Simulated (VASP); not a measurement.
# Sc: structure and properties in VASP, part 2 of 2

Aim: relax Sc with AM05, compute its properties on that cell and hold them against experiment. The start is a cell from a database of measured crystal structures.

VASP 6.6.1; AM05; plane waves and PAW (Sc_sv).

Still holding for the runs below: The k-mesh is coarse for a metal.

So far. Step 10 (Volume scan with AM05 (run 4)): The pressure falls from 1.17 to -0.01 GPa. Step 10 (Volume scan with AM05 (run 4)): The run ends at a pressure of -0.01 GPa.

## Step 11: Volume scan with AM05 (run 5)

Contents of INCAR:

```
SYSTEM = Sc
PREC = Accurate
ENCUT = 400
EDIFF = 1E-06
NELM = 100
ISMEAR = 1
SIGMA = 0.2
LREAL = .FALSE.
ALGO = Normal
GGA = AM
NBANDS = 17
LASPH = .TRUE.
LORBIT = 11
LWAVE = .FALSE.
LCHARG = .FALSE.
KPAR = 2
ISIF = 2
```

Contents of POSCAR:

```
Sc
1.0
    3.3044569748      0.0000000000      0.0000000000
   -1.6522284875      2.8617436859      0.0000000000
    0.0000000000      0.0000000000      5.1514685581
Sc
2
Direct
    0.3333333333      0.6666666667      0.2500000000
    0.6666666667      0.3333333333      0.7500000000
```

Contents of KPOINTS:

```
Automatic mesh
0
Gamma
8 8 5
0 0 0
```

Potentials, in the order of the species: Sc_sv (PBE family, release 64).

The run is started by

```bash
$ mpirun -np 2 vasp_std
```

The job ended after 5.2 s (2 MPI ranks of Intel Xeon 6975P-C (Granite Rapids), shared host; peak memory 0.28 GiB).

The pressure falls from -0.01 to -1.09 GPa.

The run ends at a pressure of -1.09 GPa.

## Step 12: Volume scan with AM05 (run 6)

INCAR is that of step 11.

Contents of POSCAR:

```
Sc
1.0
    3.3259150889      0.0000000000      0.0000000000
   -1.6629575445      2.8803269578      0.0000000000
    0.0000000000      0.0000000000      5.1849205900
Sc
2
Direct
    0.3333333333      0.6666666667      0.2500000000
    0.6666666667      0.3333333333      0.7500000000
```

KPOINTS is that of step 11.

The run is started by

```bash
$ mpirun -np 2 vasp_std
```

It took 5.2 s on 2 MPI ranks; peak memory 0.28 GiB; 9.5 s of CPU time.

The pressure falls from -1.09 to -2.08 GPa.

The run ends at a pressure of -2.08 GPa.

## Step 13: Volume scan with AM05 (run 7)

A prediction first. A least-squares parabola for the 6 pressures of evenly scaled cells so far, P = -0.01 -56.5 t +94 t² GPa with t = ln(V/V₁) and V₁ the volume at scale 1, gives -2.98 GPa at t = +0.0583.

INCAR is that of step 12.

Contents of POSCAR:

```
Sc
1.0
    3.3470998326      0.0000000000      0.0000000000
   -1.6735499164      2.8986734840      0.0000000000
    0.0000000000      0.0000000000      5.2179464523
Sc
2
Direct
    0.3333333333      0.6666666667      0.2500000000
    0.6666666667      0.3333333333      0.7500000000
```

KPOINTS is that of step 12.

The run is started by

```bash
$ mpirun -np 2 vasp_std
```

The job ended after 5.2 s (2 MPI ranks; peak memory 0.28 GiB).

The pressure falls from -2.08 to -2.99 GPa. The parabola predicted -2.98 GPa, +0.01 GPa off.

## Step 14: The series together

Times are for 2 MPI ranks of Intel Xeon 6975P-C (Granite Rapids), shared host. The runs compared:

```tsv
no.	volume scale	energy above the lowest point (meV/atom)	pressure (GPa)	time	memory (GiB)
1	0.94	17.68	3.847	5.2 s	0.28
2	0.96	7.93	2.450	5 s	0.28
3	0.98	2.13	1.170	5.2 s	0.28
4	1	0	-0.006128	5.2 s	0.28
5	1.02	1.24	-1.089	5.2 s	0.28
6	1.04	5.55	-2.081	5.2 s	0.28
7	1.06	12.73	-2.993	5.2 s	0.28
```

## Step 15: Fit for AM05

This step: Birch-Murnaghan fit, AM05; plane waves and PAW (VASP 6.6.1).

Derived from the runs above.

This step gave:

```
pressure derivative of the bulk modulus : 3.187
r.m.s. error of the fit                 : 6.62e-6 eV/atom
minimum inside the sampled range        : yes
bulk modulus                            : 55.93 GPa
equilibrium volume of the fit           : 23.94 Å³/atom
```

Energy above the fitted minimum against volume:

```tsv
volume (Å³/atom)	energy above the fitted minimum (eV/atom)
22.45	0.0177
22.92	0.00795
23.40	0.00215
23.88	2.0e-5
24.36	0.00126
24.84	0.00557
25.31	0.0127
```

The fit over cells of fixed shape and fractional positions puts the volume +0.24 % from the relaxed one. At a finite cutoff and mesh the minimum of the energy and the zero of the stress don't quite coincide, and the relaxation stops at a threshold.

## Step 16: Electric field gradients (AM05)

This step: AM05; plane waves and PAW (Sc_sv) (VASP 6.6.1).

Field gradients probe how far the charge around each nucleus departs from cubic symmetry; LASPH keeps the non-spherical terms inside the spheres.

Edit INCAR of step 13 so:

```diff
@@ -3,3 +3,3 @@
 ENCUT = 400
-EDIFF = 1E-06
+EDIFF = 1E-07
 NELM = 100
@@ -16,2 +16,2 @@
 KPAR = 2
-ISIF = 2
+LEFG = .TRUE.
```

Contents of POSCAR:

```
Sc
1.0
    3.2827164969      0.0000000000      0.0000000000
   -1.6413582485      2.8429158797      0.0000000000
    0.0000000000      0.0000000000      5.1175763364
Sc
2
Direct
    0.3333333333      0.6666666667      0.2500000000
    0.6666666667      0.3333333333      0.7500000000
```

KPOINTS is that of step 13.

The run is started by

```bash
$ mpirun -np 2 vasp_std
```

The job ended after 5.6 s (2 MPI ranks; peak memory 0.27 GiB; 10 s of CPU time).

Numbers from this step:

| Quantity | Value |
| --- | --- |
| SCF cycles | 14 |
| free energy (TOTEN) | -12.79 eV |
| energy at zero smearing | -12.78 eV |
| Fermi energy | 3.788 eV |
| pressure | -8.36e-4 GPa |

Electric field gradients, by row:

```tsv
atom	Vxx (V/Å²)	Vyy (V/Å²)	Vzz (V/Å²)	asymmetry
Sc1	-7.065	-7.064	14.13	0
Sc2	-7.065	-7.064	14.13	0
```

The largest gradient, 14.13 V/Å², sits on Sc1 and like sites; times the quadrupole moment of a nucleus that has one, it gives the coupling that NMR and NQR see.

## Step 17: Results

```json
{
  "relaxed volume": "23.88 Å³/atom",
  "relaxed conventional cell a, b, c": "3.283, 3.283, 5.118 Å; angles 90.0, 90.0, 120.0°",
  "space group after relaxing, within 0.02 Å": "P6_3/mmc (No. 194)",
  "band gap": "none, a metal",
  "DOS at the Fermi level": "4.78 states/eV/cell",
  "bulk modulus from the fit": "55.9 GPa",
  "volume from the fit": "23.9 Å³/atom",
  "largest field gradient Vzz": "14.13 V/Å² on Sc1"
}
```

In words: With AM05, Sc relaxes to 23.88 Å³/atom in space group P6_3/mmc (held by the symmetry of the run), comes out as a metal and has a bulk modulus of 55.9 GPa at fixed shape and positions, an upper bound. Against the listed cell the volume lies -4.5 % (a -0.8 %, c -3.0 %). Band structure (AM05): Of the bands kept, 2 cross the Fermi level on this path. The k-sampling is coarse for a metal, so the Fermi level, pressures and the shape of the cell carry errors. No search among competing phases was made. All values are for a static lattice at zero temperature.

Calculation against experiment:

| quantity | measured | AM05 |
| --- | --- | --- |
| lattice constant a (Å) | 3.31 | 3.283 (-0.8 %) |
| lattice constant c (Å) | not in our table of this source | 5.118 |

Measured values from arxiv:1112.2697 (2011).

Verdict: The lattice constant a is off by -0.8 %: fair agreement. The grades are ours: good and fair within 0.7 and 1.5 % for the lattice constant a. For lattice constants the calculation has a static lattice, without zero-point motion or thermal expansion.

[Lines on the potential files, build, host, timing and source positions are cut from VASP's logs without a mark.]

[Logs are printed without paths, hosts, clocks, repeated set-up lines and the standing remarks that a program may print on its own settings, such as how far it seeks lower states.]

[Hosts, paths, dates, database ids (printed as entryN), source tags and the programs' standing remarks are cut or masked in the printed files.]

[A measured line is paired with the nearest computed mode of its activity, which favours agreement.]

[In band tables of VASP the shares of atoms and orbitals are scaled to a sum of 1 inside the atoms' spheres.]
